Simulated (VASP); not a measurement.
```yaml
crystal:
  lattice:
    - [0.00000, 3.05506, 3.05506]
    - [3.05506, 0.00000, 3.05506]
    - [3.05506, 3.05506, 0.00000]
  atoms:
    - { symbol: K, position: [0.00000, 0.00000, 0.00000] }
    - { symbol: H, position: [0.25000, 0.25000, 0.25000] }
```

Calculation: PBEsol GGA, VASP's PBE PAW potentials (set 64) (plane waves; VASP). Run with 400 eV cut-off, Gaussian smearing of 0.050 eV, potentials K_sv H.

Q: Give the energies of bands 5 to 8 at the high-symmetry points, in eV from the valence-band maximum.

A: 
```
band      Γ     X      U      L      W
----  -----  ----  -----  -----  -----
5     -1.64  0.00  -0.04  -0.38  -0.01
6      5.79  3.64   4.12   3.55   4.27
7      6.97  5.18   4.88   6.87   5.07
8      6.97  8.46   7.67   6.87   6.25
```

The gap is indirect, 3.55 eV, from the valence maximum at X to the conduction minimum at L.

The structure was generated: KH was put into the zinc blende type (F-43m), which need not be its known phase. It was relaxed first, which changed the volume by +45 %.
